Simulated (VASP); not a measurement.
Input:

```
CSi
1.0
    1.53719    -2.66249     0.00000
    1.53719     2.66249     0.00000
    0.00000     0.00000     5.04708
Si C
2 2
Cartesian
  1.53719  -0.88750   2.52154
  1.53719   0.88750   5.04508
  1.53719  -0.88750   4.41820
  1.53719   0.88750   1.89466
```

All values below come from r2SCAN meta-GGA, VASP's PBE PAW potentials (set 64) (plane waves; VASP). Numerical set-up: 520 eV cut-off, 9×9×5 Γ-centred mesh, tetrahedra with Blöchl corrections, potentials Si C.

The cores are frozen, which limits the accuracy of field gradients.

Give the principal components of the electric field gradient (V/Å²) and the asymmetry η at each nucleus.

| atom | Vxx | Vyy | Vzz | η |
|---|---|---|---|---|
| Si1 | -1.8 | -1.8 | 3.7 | 0.00 |
| Si2 | -1.8 | -1.8 | 3.7 | 0.00 |
| C3 | -1.1 | -1.1 | 2.2 | 0.00 |
| C4 | -1.1 | -1.1 | 2.2 | 0.00 |

The compound is SiC in the wurtzite structure, the rare 2H polytype. It was relaxed first.
